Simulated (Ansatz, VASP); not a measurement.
# H3C35 (amorphous C:H with 8 at. % H): VASP beside Ansatz

Wanted: the spread between two codes on one cell, functional and k mesh. The structure shown is the start of the Ansatz relaxation below; VASP solves that cell, so the two are compared at the walk's first step.

Method: plane waves, with VASP 6.6.1 beside it; single point at PBE with D3(BJ), in Ansatz 0.2.0.

### Step 1. Set-up

The cell holds 76 atoms: 70 C and 6 H. Cell: a = 8.313 Å, b = 8.313 Å, c = 8.313 Å, α = 90.0°, β = 90.0°, γ = 90.0°. 76 atoms (70 C, 6 H) packed at random and pushed apart as soft spheres at 2.45 g/cm^3; MD (Langevin at fixed volume unless said) with the MACE-MP-0b2 small potential (Batatia et al., arXiv:2401.00096), steps of 0.6 fs: 0.273 ps at 4500 K, 4500 to 2700 K in 0.273 ps, 2700 to 300 K in 0.78 ps; then atoms relaxed.

### Step 2. Ansatz: relaxation, PBE with D3(BJ)

Ansatz runs on its default PAW (the set named soft_2) files.

The two programs are compared at the cell with which this relaxation starts, whose forces are those of its first step.

The input, input.yaml:

```yaml
crystal:
  lattice:
    - [8.31339, 0.0, 0.0]
    - [0.0, 8.31339, 0.0]
    - [0.0, 0.0, 8.31339]
  atoms:
    - { symbol: C, position: [0.11786, 0.72449, 0.27378] }
    - { symbol: C, position: [0.97046, 0.52327, 0.89186] }
    - { symbol: C, position: [0.3495, 0.05462, 0.88027] }
    - { symbol: C, position: [0.38304, 0.97504, 0.01308] }
    - { symbol: C, position: [0.76536, 0.5087, 0.50885] }
    - { symbol: C, position: [0.57785, 0.9419, 0.22825] }
    - { symbol: C, position: [0.69428, 0.6746, 0.90065] }
    - { symbol: C, position: [0.50311, 0.6753, 0.29744] }
    - { symbol: C, position: [0.95115, 0.26047, 0.28337] }
    - { symbol: C, position: [0.02568, 0.15967, 0.62045] }
    - { symbol: C, position: [0.94982, 0.44243, 0.29199] }
    - { symbol: C, position: [0.46005, 0.29394, 0.78485] }
    - { symbol: C, position: [0.39445, 0.08107, 0.58602] }
    - { symbol: C, position: [0.27586, 0.65981, 0.78398] }
    - { symbol: C, position: [0.9768, 0.15383, 0.12772] }
    - { symbol: C, position: [0.85316, 0.87031, 0.73123] }
    - { symbol: C, position: [0.62177, 0.34153, 0.0402] }
    - { symbol: C, position: [0.06167, 0.84987, 0.37062] }
    - { symbol: C, position: [0.10897, 0.02425, 0.71202] }
    - { symbol: C, position: [0.54332, 0.46878, 0.12252] }
    - { symbol: C, position: [0.6251, 0.35353, 0.73982] }
    - { symbol: C, position: [0.90235, 0.84869, 0.42666] }
    - { symbol: C, position: [0.32825, 0.37463, 0.83875] }
    - { symbol: C, position: [0.71495, 0.93403, 0.82129] }
    - { symbol: C, position: [0.60239, 0.82621, 0.33925] }
    - { symbol: C, position: [0.823, 0.77887, 0.5816] }
    - { symbol: C, position: [0.8699, 0.18456, 0.57842] }
    - { symbol: C, position: [0.18649, 0.97197, 0.41787] }
    - { symbol: C, position: [0.27957, 0.03723, 0.28777] }
    - { symbol: C, position: [0.56299, 0.30045, 0.47105] }
    - { symbol: C, position: [0.41108, 0.72021, 0.13827] }
    - { symbol: C, position: [0.00428, 0.35455, 0.8615] }
    - { symbol: C, position: [0.46871, 0.56238, 0.56535] }
    - { symbol: C, position: [0.2303, 0.78452, 0.14316] }
    - { symbol: C, position: [0.39508, 0.57886, 0.41259] }
    - { symbol: C, position: [0.11339, 0.07714, 0.04592] }
    - { symbol: C, position: [0.57988, 0.12191, 0.2465] }
    - { symbol: C, position: [0.39859, 0.23028, 0.46686] }
    - { symbol: C, position: [0.86655, 0.60708, 0.60848] }
    - { symbol: C, position: [0.62494, 0.54283, 0.25052] }
    - { symbol: C, position: [0.77871, 0.50756, 0.33633] }
    - { symbol: C, position: [0.75217, 0.20273, 0.72004] }
    - { symbol: C, position: [0.51549, 0.87046, 0.0704] }
    - { symbol: C, position: [0.33483, 0.53676, 0.90321] }
    - { symbol: C, position: [0.24128, 0.97204, 0.12632] }
    - { symbol: C, position: [0.16585, 0.29328, 0.80823] }
    - { symbol: C, position: [0.39852, 0.67961, 0.67027] }
    - { symbol: C, position: [0.02402, 0.87039, 0.7455] }
    - { symbol: C, position: [0.46066, 0.11513, 0.75675] }
    - { symbol: C, position: [0.42144, 0.56731, 0.04782] }
    - { symbol: C, position: [0.09978, 0.54576, 0.31292] }
    - { symbol: C, position: [0.66402, 0.20757, 0.38371] }
    - { symbol: C, position: [0.83412, 0.20504, 0.41202] }
    - { symbol: C, position: [0.71728, 0.39155, 0.89548] }
    - { symbol: C, position: [0.1489, 0.28401, 0.61855] }
    - { symbol: C, position: [0.8509, 0.26103, 0.87769] }
    - { symbol: C, position: [0.60901, 0.44203, 0.57696] }
    - { symbol: C, position: [0.74477, 0.83523, 0.4353] }
    - { symbol: C, position: [0.10664, 0.71827, 0.74528] }
    - { symbol: C, position: [0.83396, 0.17542, 0.0388] }
    - { symbol: C, position: [0.17683, 0.11177, 0.87083] }
    - { symbol: C, position: [0.24498, 0.4858, 0.39141] }
    - { symbol: C, position: [0.67045, 0.20127, 0.10379] }
    - { symbol: C, position: [0.40206, 0.14652, 0.30631] }
    - { symbol: C, position: [0.23197, 0.01078, 0.57415] }
    - { symbol: C, position: [0.24978, 0.33723, 0.49666] }
    - { symbol: C, position: [0.99257, 0.59415, 0.72643] }
    - { symbol: C, position: [0.79308, 0.54896, 0.91699] }
    - { symbol: C, position: [0.64061, 0.06781, 0.76627] }
    - { symbol: C, position: [0.67545, 0.83681, 0.97181] }
    - { symbol: H, position: [0.77928, 0.85451, 0.05379] }
    - { symbol: H, position: [0.18239, 0.74874, 0.0256] }
    - { symbol: H, position: [0.48158, 0.99509, 0.53543] }
    - { symbol: H, position: [0.04348, 0.57708, 0.9885] }
    - { symbol: H, position: [0.42887, 0.80318, 0.64047] }
    - { symbol: H, position: [0.60564, 0.65421, 0.80517] }
kpoints:
  mp_grid: { grid: [1, 1, 1] }
hamiltonian:
  xc: pbe
  dispersion: d3bj
scf:
  occupations: { method: fermi_dirac, width: 0.025 }
output:
  forces: true
relax:
  f_tol: 0.04
  max_steps: 250
  cell: {}
```

Run with:

```bash
$ ansatz run input.yaml --threads 4 --pin off --max-ram 8192MiB --backend cpu --events-out ev --progress --plain --runs-dir out
```

Numbers of over 12 decimals in the logs are rounded to 6 here.

Output:

```text
Engine: ansatz 0.2.0, x86_64-unknown-linux-gnu
Pseudopotentials: kind: paw
Pseudopotential: C, paw, valence charge 4, recommended cutoff 420 eV (normal), C.paw.azcp
Pseudopotential: H, paw, valence charge 1, recommended cutoff 420 eV (normal), H.paw.azcp
Functional definition: PBE
  parameter kappa = 0.804
  parameter beta = 0.066725
  exchange = pbe_x(kappa = kappa, mu = beta*pi^2/3)
  correlation = pbe_c(beta = beta)
Crystal: 76 atoms, lattice volume = 574.559 Å³
Basis set: ecut = 420 eV, 11075 PW (Γ), exchange–correlation on 120×120×120 points (8 copies of the dense FFT grid, shifted against one another)
Bands: 219, of which v1, the nominal top of the filled ones, is band 143 counted from 1 (142 counted from 0)
Symmetry: 1 space group operations
Space group: P1 (ITA 1), of the structure as read, at distance tolerance 8.3e-5 Å
k-points: 1
Non-local potential: C, projectors of the file, l = 0: 2, l = 1: 2, l = 2: 1
Non-local potential: H, projectors of the file, l = 0: 2, l = 1: 1
PAW form: soft (Blöchl's): semilocal exchange-correlation on the pseudo side does not see the compensation charge
PAW one-centre angular grid: C, 110 points (default); XC on 64 Gauss nodes
PAW one-centre angular grid: H, 110 points (default); XC on 64 Gauss nodes
Initial density: superposition of atomic densities (neutral atoms: chi_scale 0, normalization atom), corrected by the library's trained network
Initial wavefunctions: pseudopotential atomic-orbital guess
Functional: x = pbe(κ = 0.804, μ = 0.219515), c = pbe(β = 0.066725)
SCF iter   1: F=—  HF=-17611.634682 eV  |F-HF|=—  |Δ(HF+E_count)|=         —  Δρ=2.00e-2  dr2=4.23e0  ethr=1.77e-3  ⟨swp⟩=6.0  Hψ=978  notcnv=0  defer=39
preconditioner: auto → LDOS  [insulator: Δε(μ)=0.087 eV  Ē_g=14.898 eV  σ=0.025 eV  W_gap=0.70  n_scr=146 (ndim 8)  ℏωp=26.2 eV  f_vac=0.026  D(μ)=20.81/eV (n_scr^D=170)  ε∞_Penn≈4.1  β→1.0]
SCF iter   2: F=—  HF=-17611.409867 eV  |F-HF|=—  |Δ(HF+E_count)|=   2.25e-1  Δρ=1.83e-2  dr2=3.75e0  ethr=1.48e-3  ⟨swp⟩=3.0  Hψ=379  notcnv=0  defer=64
SCF iter   3: F=—  HF=-17611.126937 eV  |F-HF|=—  |Δ(HF+E_count)|=   2.83e-1  Δρ=4.32e-3  dr2=2.03e-1  ethr=1.31e-3  ⟨swp⟩=3.0  Hψ=263  notcnv=0  defer=64
SCF iter   4: F=—  HF=-17611.115603 eV  |F-HF|=—  |Δ(HF+E_count)|=   1.13e-2  Δρ=1.73e-3  dr2=3.13e-2  ethr=7.10e-5  ⟨swp⟩=2.0  Hψ=165  notcnv=0  defer=64
SCF iter   5: F=—  HF=-17611.114149 eV  |F-HF|=—  |Δ(HF+E_count)|=   1.45e-3  Δρ=9.94e-4  dr2=8.86e-3  ethr=1.09e-5  ⟨swp⟩=2.0  Hψ=257  notcnv=0  defer=64
SCF iter   6: F=—  HF=-17611.113384 eV  |F-HF|=—  |Δ(HF+E_count)|=   7.66e-4  Δρ=5.80e-4  dr2=2.92e-3  ethr=3.10e-6  ⟨swp⟩=3.0  Hψ=322  notcnv=0  defer=64
SCF iter   7: F=—  HF=-17611.113109 eV  |F-HF|=—  |Δ(HF+E_count)|=   2.75e-4  Δρ=3.31e-4  dr2=1.01e-3  ethr=1.02e-6  ⟨swp⟩=2.0  Hψ=226  notcnv=0  defer=64
SCF iter   8: F=—  HF=-17611.113041 eV  |F-HF|=—  |Δ(HF+E_count)|=   6.74e-5  Δρ=1.80e-4  dr2=3.05e-4  ethr=3.53e-7  ⟨swp⟩=2.0  Hψ=231  notcnv=0  defer=64
SCF iter   9: F=—  HF=-17611.112981 eV  |F-HF|=—  |Δ(HF+E_count)|=   6.07e-5  Δρ=9.55e-5  dr2=7.91e-5  ethr=1.07e-7  ⟨swp⟩=2.0  Hψ=258  notcnv=0  defer=64
SCF iter  10: F=—  HF=-17611.114161 eV  |F-HF|=—  |Δ(HF+E_count)|=   1.18e-3  Δρ=5.97e-5  dr2=3.16e-5  ethr=2.77e-8  ⟨swp⟩=2.0  Hψ=362  notcnv=0  defer=64
SCF iter  11: F=—  HF=-17611.114159 eV  |F-HF|=—  |Δ(HF+E_count)|=   2.33e-6  Δρ=4.25e-5  dr2=1.58e-5  ethr=1.11e-8  ⟨swp⟩=2.0  Hψ=203  notcnv=0  defer=64
SCF iter  12: F=—  HF=-17611.114157 eV  |F-HF|=—  |Δ(HF+E_count)|=   1.42e-6  Δρ=2.77e-5  dr2=7.19e-6  ethr=5.52e-9  ⟨swp⟩=2.0  Hψ=246  notcnv=0  defer=64
SCF iter  13: F=—  HF=-17611.114157 eV  |F-HF|=—  |Δ(HF+E_count)|=   6.52e-7  Δρ=1.77e-5  dr2=3.01e-6  ethr=2.51e-9  ⟨swp⟩=2.0  Hψ=258  notcnv=0  defer=64
SCF iter  14: F=—  HF=-17611.114156 eV  |F-HF|=—  |Δ(HF+E_count)|=   2.92e-7  Δρ=1.04e-5  dr2=1.02e-6  ethr=1.05e-9  ⟨swp⟩=3.0  Hψ=278  notcnv=0  defer=64
SCF iter  15: F=—  HF=-17611.114156 eV  |F-HF|=—  |Δ(HF+E_count)|=   8.92e-8  Δρ=5.88e-6  dr2=3.13e-7  ethr=3.57e-10  ⟨swp⟩=3.0  Hψ=298  notcnv=0  defer=64
SCF iter  16: F=—  HF=-17611.114156 eV  |F-HF|=—  |Δ(HF+E_count)|=   3.17e-8  Δρ=3.44e-6  dr2=1.07e-7  ethr=3.50e-11  ⟨swp⟩=4.0  Hψ=603  notcnv=0
SCF iter  17: F=-17611.114156 eV  HF=-17611.114156 eV  |F-HF|=2.38e-8  |Δ(HF+E_count)|=   1.25e-8  Δρ=1.83e-6  dr2=3.12e-8  ethr=3.50e-11  ⟨swp⟩=3.0  Hψ=510  notcnv=0
SCF 1 converged in 17 iterations: F = -17611.114156 eV  dr2 = 3.12e-8
  greatest PAW one-centre occupation: 0.690 electrons in one spin orbital (limit 2), on the C atom at site 16 (counted from 0), in its partial waves of l = 0
relax step   1: F+E_penalty+E_count = -17611.11415618 eV  Δ(F+E_penalty+E_count) = +0.000e0 eV  max|allowed force component| = 3.486e0 eV/Å  Δτ_max = 0.0000 Å  P = +1.487 GPa  Ω = 574.559 Å³  (17 SCF iters, dr2 threshold 1.00e-7 eV, accepted)
Crystal: 76 atoms, lattice volume = 576.921 Å³
[...]
atom  41  C      0.00287089     0.00135547    -0.00108511
  atom  42  C     -0.00192747     0.00030824     0.00162026
  atom  43  C     -0.00105032     0.00685543     0.00171065
  atom  44  C      0.00066524    -0.00455001    -0.00134652
  atom  45  C     -0.00147878     0.00390674    -0.00013440
  atom  46  C      0.00237469    -0.00501719     0.00465532
  atom  47  C     -0.00227533     0.00120185    -0.00036460
  atom  48  C      0.00370659     0.00486339    -0.00311426
  atom  49  C     -0.00329424    -0.00160825     0.00180418
  atom  50  C      0.00081405     0.00212014     0.00069585
  atom  51  C      0.00258270     0.00073223     0.00141854
  atom  52  C     -0.00417161    -0.00326213    -0.00066032
  atom  53  C      0.00391746    -0.00094006     0.00310107
  atom  54  C      0.00152159     0.00102426     0.00380723
  atom  55  C     -0.00017508    -0.00168843    -0.00004865
  atom  56  C      0.00109401    -0.00178076     0.00060221
  atom  57  C     -0.00312259     0.00076643    -0.00113590
  atom  58  C     -0.00432016    -0.01034339     0.00334053
  atom  59  C     -0.00199461    -0.00517094    -0.00094637
  atom  60  C      0.00012855     0.00012093    -0.00551429
  atom  61  C     -0.00025600     0.00635435    -0.00216047
  atom  62  C      0.00244818     0.00247533    -0.00286507
  atom  63  C      0.00160608    -0.00309444     0.00053124
  atom  64  C      0.00074385    -0.00149034    -0.00059266
[...]
atom  69  C      0.00352919     0.00095627     0.00072569
  atom  70  C     -0.00327512    -0.00066169     0.00051922
  atom  71  H     -0.00151803     0.00061778     0.00052315
  atom  72  H      0.00050363     0.00008150    -0.00134000
  atom  73  H      0.00056217     0.00020385    -0.00010147
  atom  74  H     -0.00052514    -0.00031864     0.00075990
  atom  75  H      0.00028790    -0.00009423     0.00088580
  atom  76  H     -0.00053922     0.00259706     0.00023985
  max |Σ_I F_I| component: 3.56e-6 eV/Å
--- Stress (GPa, compression-positive) ---
       -0.012335      -0.003816       0.004643
       -0.003817       0.008842      -0.003175
        0.004642      -0.003176       0.001455
  P = ⅓ Tr σ = -0.0007 GPa (-0.007 kbar)
--- Relaxed structure (32 steps of the walk, 31 accepted, 2 SCFs on fresh bases) ---
  F+E_penalty+E_count = -17618.32051434 eV   max|allowed force component| = 1.060e-2 eV/Å   (the final SCF, on the basis selected at the relaxed cell)
  cell:  # Å, volume = 571.8367 Å³
    - [7.908889, 0.134965, 0.221460]
    - [0.134965, 8.664764, -0.036442]
    - [0.221460, -0.036442, 8.353097]
  atoms:
    - { symbol: C, position: [0.097654, 0.734860, 0.289553] }
    - { symbol: C, position: [0.978280, 0.514159, 0.874730] }
    - { symbol: C, position: [0.359782, 0.046690, 0.882171] }
    - { symbol: C, position: [0.392860, 0.968322, 0.012759] }
    - { symbol: C, position: [0.764214, 0.500219, 0.505233] }
    - { symbol: C, position: [0.595122, 0.938040, 0.221943] }
    - { symbol: C, position: [0.686328, 0.665816, 0.899003] }
    - { symbol: C, position: [0.504207, 0.676882, 0.297912] }
    - { symbol: C, position: [0.975568, 0.268647, 0.283976] }
    - { symbol: C, position: [0.063164, 0.167251, 0.619768] }
    - { symbol: C, position: [0.960570, 0.446777, 0.284589] }
    - { symbol: C, position: [0.469939, 0.284872, 0.797696] }
    - { symbol: C, position: [0.382047, 0.102149, 0.583806] }
    - { symbol: C, position: [0.269467, 0.653421, 0.804198] }
    - { symbol: C, position: [0.991236, 0.178816, 0.126664] }
    - { symbol: C, position: [0.868779, 0.882351, 0.674790] }
    - { symbol: C, position: [0.610716, 0.337016, 0.031888] }
    - { symbol: C, position: [0.052149, 0.859133, 0.394033] }
    - { symbol: C, position: [0.106323, 0.032849, 0.735095] }
    - { symbol: C, position: [0.535118, 0.463773, 0.124269] }
    - { symbol: C, position: [0.632483, 0.343273, 0.732400] }
    - { symbol: C, position: [0.888406, 0.887865, 0.489976] }
    - { symbol: C, position: [0.336294, 0.367230, 0.866361] }
    - { symbol: C, position: [0.718057, 0.933158, 0.786040] }
[...]
- { symbol: C, position: [0.674779, 0.199136, 0.092597] }
    - { symbol: C, position: [0.399609, 0.155438, 0.302581] }
    - { symbol: C, position: [0.201741, 0.053911, 0.572702] }
    - { symbol: C, position: [0.273632, 0.385871, 0.532634] }
    - { symbol: C, position: [0.996979, 0.604495, 0.725921] }
    - { symbol: C, position: [0.790447, 0.541285, 0.903263] }
    - { symbol: C, position: [0.646024, 0.067648, 0.742849] }
    - { symbol: C, position: [0.690580, 0.832106, 0.936343] }
    - { symbol: H, position: [0.805042, 0.855748, 0.00233456] }
    - { symbol: H, position: [0.167307, 0.747639, 0.046428] }
    - { symbol: H, position: [0.461434, 1.008376, 0.527159] }
    - { symbol: H, position: [0.053161, 0.553717, 0.972144] }
    - { symbol: H, position: [0.354588, 0.758327, 0.593935] }
    - { symbol: H, position: [0.562501, 0.640396, 0.861358] }
```

(Continued in part 2 of 2.)

[Lines on the potential files, build, host, timing and source positions are cut from VASP's logs without a mark.]

[Logs are printed without paths, hosts, clocks, repeated set-up lines and the standing remarks that a program may print on its own settings, such as how far it seeks lower states.]

[Hosts, paths, dates, database ids (printed as entryN), source tags and the programs' standing remarks are cut or masked in the printed files.]
